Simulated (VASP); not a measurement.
**Si: stress against strain**

Si (diamond, Fd-3m, 20.075 Å³/atom at rest, cube axes along x, y and z) under a strain ε along a cube axis (axis z), the other axes held. PBEsol in VASP (plane waves, PAW), 480 eV, 10×10×10 Γ-centred mesh, Gaussian smearing 0.05 eV; ions are relaxed within the symmetry of each cell. Stress is positive for a compressed cell.

Here s stands for strain and y for stress zz.

| strain (%) | stress zz (GPa) |
|---|---|
| -1.50 | 2.38 |
| -1.00 | 1.58 |
| -0.50 | 0.79 |
| 0.00 | 0.00 |
| 0.50 | -0.78 |
| 1.00 | -1.55 |
| 1.50 | -2.31 |
| 3.00 | ? |

The 7 complete rows are fitted with a straight line, y against s. Means: s 0, y 0.016. About the means, the sum of products is -10.950 and the sum of squares of s is 7.0000; the slope is their ratio. Least squares gives y = 0.016 - 1.5643·s. Residuals (row less fit): 0.018, 0.000, -0.008, -0.016, -0.014, -0.002, 0.020; standard error 0.016 (degrees of freedom: 5). The slope gives the elastic constant C11 = 156 ± 0.6 GPa.

Problem. Estimate the missing y (s = 3.00); what did the run itself give?

Solution. y = 0.016 - 1.5643 × 3.0 = -4.677 GPa. The calculation gives -4.56 GPa, 0.117 GPa above the prediction (1.7 % of the range of y in the table). The row lies outside the fitted rows, so this is an extrapolation. From the scatter of the fitted rows alone, a prediction at this place has a standard error of 0.025 GPa, so the miss is 4.7 times that.

One order more, fitted to all 13 runs of the series, follows each within 0.01, so the miss is the next term of a smooth law. Rows are the converged runs of the series near zero and its far end; series whose fitted rows scatter by over a few per cent of the range, as at a crossing or softening among them, aren't shown in this form. Most that stay on the fit to the last digits aren't either.
